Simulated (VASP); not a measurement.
Level of theory: optB88-vdW, VASP's PBE PAW potentials (set 64) (plane waves; VASP).

A VASP calculation is set up with these files.

File POSCAR:
```
ZrC
1
    0.0000000000     2.3803663452     2.3803663452
    2.3803663452     0.0000000000     2.3803663452
    2.3803663452     2.3803663452     0.0000000000
Zr C
1 1
Direct
  0.0000000000   0.0000000000   0.0000000000
  0.5000000000   0.5000000000   0.5000000000
```

**KPOINTS**
```
Automatic mesh
0
Gamma
13 13 13
0 0 0
```

### INCAR
```
SYSTEM  =  ZrC
PREC  =  Accurate; ENCUT  =  520; LREAL  =  .FALSE.
LASPH  =  .TRUE.
EDIFF  =  1E-7; NELM  =  100; ALGO  =  Normal
LMAXMIX  =  4
ISMEAR  =  1; SIGMA  =  0.1
GGA  =  BO; LUSE_VDW  =  .TRUE.; AGGAC  =  0.0
PARAM1  =  0.1833333333; PARAM2  =  0.22
ISIF  =  2
LWAVE  =  .FALSE.; LCHARG  =  .FALSE.
```

POTCAR, in this order: Zr_sv C (PBE.64 set). Program: vasp_std.

Q: Estimate the energy per atom (σ→0), pressure, band gap (on the k-mesh).

A: 
```yaml
energy per atom (σ→0): -7.859 eV/atom
band gap (on the k-mesh): none (metal, semimetal or under 0.01 eV)
pressure: -6.28 GPa
```

**OSZICAR**
```
...
DAV:   8    -0.157227558650E+02    0.39955E-02   -0.16538E-01  2172   0.380E+00    0.173E+00
DAV:   9    -0.157169375144E+02    0.58184E-02   -0.34344E-02  2456   0.128E+00    0.425E-01
DAV:  10    -0.157176398747E+02   -0.70236E-03   -0.22092E-03  2456   0.591E-01    0.375E-01
DAV:  11    -0.157174221956E+02    0.21768E-03   -0.71455E-04  2232   0.220E-01    0.201E-02
DAV:  12    -0.157174224020E+02   -0.20645E-06   -0.23485E-05  2920   0.445E-02    0.744E-03
DAV:  13    -0.157174217767E+02    0.62532E-06   -0.14069E-06  2644   0.100E-02    0.135E-03
DAV:  14    -0.157174217974E+02   -0.20642E-07   -0.30295E-08  1276   0.208E-03
   1 F= -.15717422E+02 E0= -.15717378E+02  d E =-.130609E-03
```

The compound is ZrC in the rock salt structure. This cell is one point of a volume scan, at 1.03 of the reference volume.
